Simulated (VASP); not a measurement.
Data:

```
CELL_PARAMETERS angstrom
      3.99250     0.00000     0.00000
      0.00000     3.99250     0.00000
      0.00000     0.00000     3.99250
ATOMIC_POSITIONS crystal
  Ce 0.00000 0.00000 0.00000
  Rh 0.50000 0.00000 0.50000
  Rh 0.00000 0.50000 0.50000
  Rh 0.50000 0.50000 0.00000
```

Calculation: PBEsol GGA, VASP's PBE PAW potentials (set 64) (plane waves; VASP 6.6.1). Settings: 400 eV cut-off, 9×9×9 Γ-centred mesh, tetrahedra with Blöchl corrections, potentials Ce Rh_pv.

The cores are frozen, which limits the accuracy of field gradients.

### Question
Give the principal components of the electric field gradient (V/Å²) and the asymmetry η at each nucleus.

### Answer

```
atom   Vxx   Vyy    Vzz     η
----  ----  ----  -----  ----
Ce1    0.0   0.0    0.0     -
Rh2   42.4  42.4  -84.9  0.00
Rh3   42.4  42.4  -84.9  0.00
Rh4   42.4  42.4  -84.9  0.00
```

The structure comes from a computed database's CeRh3 entry (Pm-3m); how it stands against other phases isn't given here. It was relaxed first. The run is not spin-polarised, so no magnetic state was tried.
